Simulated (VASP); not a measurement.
Data:

```
CELL_PARAMETERS angstrom
      1.27065    -2.20084     0.00000
      1.27065     2.20084     0.00000
      0.00000     0.00000     4.20239
ATOMIC_POSITIONS crystal
  B  0.66667 0.33333 0.50024
  B  0.33333 0.66667 0.00024
  N  0.66667 0.33333 0.87476
  N  0.33333 0.66667 0.37476
```

The numbers are results of AM05 GGA, VASP's PBE PAW potentials (set 64) (plane waves; VASP), not measurements. Numerical set-up: 520 eV cut-off, 11×11×6 Γ-centred mesh, tetrahedra with Blöchl corrections, potentials B N.

The cores are frozen, which limits the accuracy of field gradients.

### Question
Give the principal components of the electric field gradient (V/Å²) and the asymmetry η at each nucleus.

### Answer

```
atom   Vxx   Vyy  Vzz     η
----  ----  ----  ---  ----
B1    -0.4  -0.4  0.8  0.00
B2    -0.4  -0.4  0.8  0.00
N3    -2.3  -2.3  4.6  0.00
N4    -2.3  -2.3  4.6  0.00
```

The compound is BN in the wurtzite structure, a metastable high-pressure form. It was relaxed first.
